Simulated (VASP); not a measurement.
Energy against volume of HgTe (zinc blende). These are PBE GGA, VASP's PBE PAW potentials (set 64) (plane waves; VASP) values and carry that method's errors. Numerical set-up: 520 eV cut-off, 10×10×10 Γ-centred mesh, first-order Methfessel-Paxton smearing of 0.10 eV, potentials Hg Te.

| V (Å³/atom) | E (eV/atom) |
|---|---|
| 34.627 | -1.80940 |
| 35.732 | -1.82183 |
| 36.837 | -1.82571 |
| 37.942 | -1.82249 |

Question: Fit these four points and predict the energy of the run at 39.047 Å³/atom.

Answer: A cubic in V^(−2/3), the third-order Birch-Murnaghan form, passes through the four points with V0 = 36.85 Å³/atom and B0 = 34 GPa, and gives -1.8134 eV/atom there. The run gave -1.8134 eV/atom, -0.0 meV/atom from the fit; all five points give B0 = 34 GPa.

The compound is HgTe in the zinc blende structure. It was relaxed first, which changed the volume by +9 %.
